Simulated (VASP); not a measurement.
Output of a VASP run:

OSZICAR:
```
...
DAV:   1     0.394368865595E+02    0.39437E+02   -0.49590E+03   630   0.960E+02
DAV:   2     0.236575948086E+01   -0.37071E+02   -0.36788E+02   694   0.167E+02
DAV:   3     0.804558586976E+00   -0.15612E+01   -0.15536E+01   917   0.275E+01
DAV:   4     0.736764217296E+00   -0.67794E-01   -0.67748E-01   978   0.505E+00
DAV:   5     0.735903547549E+00   -0.86067E-03   -0.86044E-03   959   0.414E-01    0.114E+01
DAV:   6     0.735551521387E+00   -0.35203E-03   -0.65772E-03   802   0.936E-01    0.639E+00
DAV:   7     0.733400771079E+00   -0.21508E-02   -0.11458E-02   675   0.118E+00    0.274E-01
DAV:   8     0.732995190724E+00   -0.40558E-03   -0.17235E-03   959   0.268E-01    0.851E-02
DAV:   9     0.732933213300E+00   -0.61977E-04   -0.45763E-05   862   0.554E-02    0.346E-02
DAV:  10     0.732874704727E+00   -0.58509E-04   -0.13320E-04   681   0.574E-02    0.160E-02
DAV:  11     0.732874308390E+00   -0.39634E-06   -0.11115E-06   922   0.578E-03
   1 F= 0.73287431E+00 E0= 0.73230904E+00  d E =0.732874E+00
       N       E                     dE             d eps       ncg     rms          rms(c)
DAV:   1     0.573776233469E+00   -0.15910E+00   -0.36593E+00   787   0.157E+01    0.271E+00
DAV:   2     0.696548429421E+00    0.12277E+00   -0.26439E-01   673   0.493E+00    0.110E+00
DAV:   3     0.730401330823E+00    0.33853E-01   -0.22830E-01   935   0.300E+00    0.105E+00
DAV:   4     0.726336493697E+00   -0.40648E-02   -0.56015E-03   723   0.670E-01    0.493E-01
DAV:   5     0.723026415707E+00   -0.33101E-02   -0.68393E-03   898   0.474E-01    0.143E-01
DAV:   6     0.722705155412E+00   -0.32126E-03   -0.76666E-04  1035   0.187E-01    0.302E-02
DAV:   7     0.722709837801E+00    0.46824E-05   -0.37176E-05   971   0.485E-02    0.155E-02
DAV:   8     0.722709235892E+00   -0.60191E-06   -0.31268E-06   643   0.158E-02
   2 F= 0.72270924E+00 E0= 0.72201203E+00  d E =-.101651E-01
       N       E                     dE             d eps       ncg     rms          rms(c)
DAV:   1     0.608010250369E+00   -0.11470E+00   -0.27691E+00   785   0.137E+01    0.240E+00
DAV:   2     0.701097145451E+00    0.93087E-01   -0.20190E-01   668   0.432E+00    0.958E-01
DAV:   3     0.726700858051E+00    0.25604E-01   -0.16885E-01   930   0.259E+00    0.948E-01
DAV:   4     0.723288563476E+00   -0.34123E-02   -0.41063E-03   738   0.578E-01    0.417E-01
DAV:   5     0.720949033283E+00   -0.23395E-02   -0.62125E-03   881   0.453E-01    0.120E-01
DAV:   6     0.720747493981E+00   -0.20154E-03   -0.43861E-04  1032   0.149E-01    0.258E-02
DAV:   7     0.720751024752E+00    0.35308E-05   -0.24359E-05   940   0.409E-02    0.136E-02
DAV:   8     0.720750465395E+00   -0.55936E-06   -0.23054E-06   551   0.128E-02
   3 F= 0.72075047E+00 E0= 0.72006351E+00  d E =-.121238E-01
       N       E                     dE             d eps       ncg     rms          rms(c)
DAV:   1     0.717219876965E+00   -0.35311E-02   -0.85151E-02   736   0.241E+00    0.519E-01
DAV:   2     0.719893497275E+00    0.26736E-02   -0.72704E-03   688   0.839E-01    0.184E-01
DAV:   3     0.720772595115E+00    0.87910E-03   -0.35677E-03   941   0.377E-01    0.171E-01
DAV:   4     0.720665851860E+00   -0.10674E-03   -0.11068E-04  1114   0.723E-02    0.925E-02
DAV:   5     0.720606469580E+00   -0.59382E-04   -0.38913E-04   939   0.110E-01    0.199E-02
DAV:   6     0.720606653331E+00    0.18375E-06   -0.29526E-06   617   0.108E-02
   4 F= 0.72060665E+00 E0= 0.71991334E+00  d E =-.122677E-01
```

### OUTCAR
```
------------------------ aborting loop because EDIFF is reached ----------------------------------------
  FORCE on cell =-STRESS in cart. coord.  units (eV):
  Direction    XX          YY          ZZ          XY          YZ          ZX
  --------------------------------------------------------------------------------------
  Total        0.0000364      0.0000364      0.0000364      0.0000000      0.0000000     -0.0000000
  in kB        0.0011217      0.0011217      0.0011217      0.0000000      0.0000000     -0.0000000
  external PRESSURE =       0.0011217 kB  Pullay stress =       0.0000000 kB
  volume of cell :       51.96
      direct lattice vectors                 reciprocal lattice vectors
    -0.000000000  2.961813989  2.961813989    -0.168815463  0.168815463  0.168815463
     2.961813989  0.000000000  2.961813989     0.168815463 -0.168815463  0.168815463
     2.961813989  2.961813989 -0.000000000     0.168815463  0.168815463 -0.168815463
 POSITION                                       TOTAL-FORCE (eV/Angst)
 -----------------------------------------------------------------------------------
      0.00000      0.00000      0.00000        -0.000000     -0.000000     -0.000000
 -----------------------------------------------------------------------------------
    total drift:                                0.000000      0.000000      0.000000
  FREE ENERGIE OF THE ION-ELECTRON SYSTEM (eV)
  ---------------------------------------------------
  free  energy   TOTEN  =         0.7206066533 eV

  energy  without entropy=        0.7185267069  energy(sigma->0) =        0.71991334

 reached required accuracy - stopping structural energy minimisation
```
(Selected blocks of OUTCAR.)

POSCAR:
```
Sr
1
    0.0000000000     3.0400000000     3.0400000000
    3.0400000000     0.0000000000     3.0400000000
    3.0400000000     3.0400000000     0.0000000000
Sr
1
Direct
  0.0000000000   0.0000000000   0.0000000000
```

Problem. Reconstruct the remaining input files.

Solution. One answer among several that fit: the input of the run itself, optB88-vdW, plane waves, VASP's PBE PAW potentials (set 64).

**INCAR**
```
! general
SYSTEM   = Sr
PREC     = Accurate
ENCUT    = 520
LREAL    = .FALSE.
LASPH    = .TRUE.

! electronic loop
EDIFF    = 1E-6
NELM     = 100
ALGO     = Normal
LMAXMIX  = 4

! smearing
ISMEAR   = 1
SIGMA    = 0.1

! functional
GGA      = BO
LUSE_VDW = .TRUE.
AGGAC    = 0.0
PARAM1   = 0.1833333333
PARAM2   = 0.22

! ions
IBRION   = 2
NSW      = 60
ISIF     = 3
EDIFFG   = -0.01

! output
LWAVE    = .FALSE.
LCHARG   = .FALSE.
```

KPOINTS:
```
Automatic
0
G
9 9 9
```

POTCAR, in this order: Sr_sv (PBE.64 set). Program: vasp_std.

Energy and stress use the plane-wave basis of the starting cell.

The compound is Sr in the fcc structure. This run relaxes it. Symmetry was kept, so distortions that lower it aren't found.
